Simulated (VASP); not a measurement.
An input for Ansatz (written as the equivalent of a VASP run, and not itself run):

Ansatz 0.2 input:
```yaml
crystal:
  lattice:
    - [-1.6092535, 1.6092535, 3.7517142]
    - [1.6092535, -1.6092535, 3.7517142]
    - [1.6092535, 1.6092535, -3.7517142]
  atoms:
    - { symbol: Ru, position: [0.0000000, 0.0000000, 0.0000000] }
    - { symbol: Si, position: [0.3357090, 0.3357090, 0.0000000] }
    - { symbol: Si, position: [0.6642910, 0.6642910, 1.0000000] }
kpoints:
  mp_grid: { grid: [12, 12, 12] }
hamiltonian:
  xc: r2scan
  pseudopotentials: { kind: paw }
scf:
  occupations: { method: methfessel_paxton, width: 0.1 }
  max_iter: 100
relax:
  max_steps: 60
  f_tol: 0.02
  cell: {}
output: { forces: true, stress: true, eigenvalues: true }
```

**Question.** Write the VASP files for the same calculation (r2SCAN).

**Answer.** Several could match; the one computed here: 
File KPOINTS:
```
Automatic mesh
0
Gamma
12 12 12
```

**INCAR**
```
EDIFF = 1E-6
IBRION = 2   ! conjugate gradients
SYSTEM = Si2Ru
ENCUT = 400   ! plane-wave cut-off (eV)
ISIF = 3
LREAL = F
LCHARG = F
LMIXTAU = T
EDIFFG = -0.02   ! ionic stop
LASPH = T
METAGGA = R2SCAN
ISMEAR = 1   ! Methfessel-Paxton
PREC = Accurate
NELM = 100
LMAXMIX = 4
ALGO = Normal
SIGMA = 0.1   ! width (eV)
NSW = 60   ! most ionic steps
LWAVE = F
```

### POSCAR
```
Si2Ru
1.0
 -1.6092535264   1.6092535264   3.7517141792
  1.6092535264  -1.6092535264   3.7517141792
  1.6092535264   1.6092535264  -3.7517141792
Ru Si
1 2
direct
  0.0000000000   0.0000000000   0.0000000000
  0.3357089843   0.3357089843   0.0000000000
  0.6642910157   0.6642910157   1.0000000000
```

POTCAR, in this order: Ru_pv Si (PBE.64 set). Program: vasp_std.

What does not carry over: each code has its own PAW files, so the cut-off isn't converted (ENCUT is set for VASP's; basis.ecutwfc is left out, and Ansatz then takes the one that its files recommend); Ansatz stops its SCF on the density residual and VASP on the energy change (EDIFF).

The structure was generated: Si2Ru was put into the MoSi2 type (I4/mmm), which need not be its known phase. This run relaxes it. Symmetry was kept, so distortions that lower it aren't found. The start is the result of an earlier pass.
